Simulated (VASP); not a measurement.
The input files of a VASP run:

File POSCAR:
```
CaC6
1
    4.9299881686    -2.1617974737     0.0680278298
    4.9299881686     2.1617974737     0.0680278298
    3.9322417867     0.0000000000     3.6769899200
Ca C
1 6
Direct
  0.0000000000   0.0000000000   0.0000000000
  0.1666625732   0.8333374268   0.5000000000
  0.5000000000   0.1666625732   0.8333374268
  0.8333374268   0.5000000000   0.1666625732
  0.8333374268   0.1666625732   0.5000000000
  0.5000000000   0.8333374268   0.1666625732
  0.1666625732   0.5000000000   0.8333374268
```

File KPOINTS:
```
Automatic mesh
0
Gamma
 8 8 8
0 0 0
```

### INCAR
```
SYSTEM = CaC6
PREC = Accurate
ENCUT = 520
EDIFF = 1E-6
NELM = 100
ALGO = Normal
LREAL = .FALSE.
LASPH = .TRUE.
ISMEAR = 1
SIGMA = 0.1
GGA = PE
LWAVE = .FALSE.
LCHARG = .FALSE.
IBRION = 2
ISIF = 3
NSW = 60
EDIFFG = -0.02
```

POTCAR, in this order: Ca_sv C (PBE.64 set). Program: vasp_std.

### Question
Translate this PBE calculation to Quantum ESPRESSO's pw.x.

### Answer
One equivalent input (not run):
```
&CONTROL
  calculation = 'vc-relax'
  pseudo_dir = './pseudo'
  outdir = './out'
  tprnfor = .true.
  tstress = .true.
  nstep = 60
  forc_conv_thr = 0.00078
/
&SYSTEM
  ibrav = 0
  nat = 7
  ntyp = 2
  ecutwfc = 82
  occupations = 'smearing'
  smearing = 'methfessel-paxton'
  degauss = 0.00735
  input_dft = 'pbe'
/
&ELECTRONS
  conv_thr = 7.3e-08
  electron_maxstep = 100
/
&IONS
/
&CELL
/
ATOMIC_SPECIES
  Ca 40.078 Ca.upf
  C 12.011 C.upf
CELL_PARAMETERS angstrom
     4.9299882   -2.1617975    0.0680278
     4.9299882    2.1617975    0.0680278
     3.9322418    0.0000000    3.6769899
ATOMIC_POSITIONS crystal
  Ca   0.0000000  0.0000000  0.0000000
  C    0.1666626  0.8333374  0.5000000
  C    0.5000000  0.1666626  0.8333374
  C    0.8333374  0.5000000  0.1666626
  C    0.8333374  0.1666626  0.5000000
  C    0.5000000  0.8333374  0.1666626
  C    0.1666626  0.5000000  0.8333374
K_POINTS automatic
  8 8 8 0 0 0
```
What does not carry over: the potentials are each code's own (VASP's PAW set, PseudoDojo norm-conserving files in pw.x), so ENCUT and ecutwfc are chosen apart and not converted; conv_thr bounds pw.x's estimated SCF error, while EDIFF bounds the energy change between steps; forc_conv_thr acts on force components and is met together with etot_conv_thr.

The compound is CaC6 in the sg166 structure. This run relaxes it. Symmetry was kept, so distortions that lower it aren't found. The start is the result of an earlier pass.
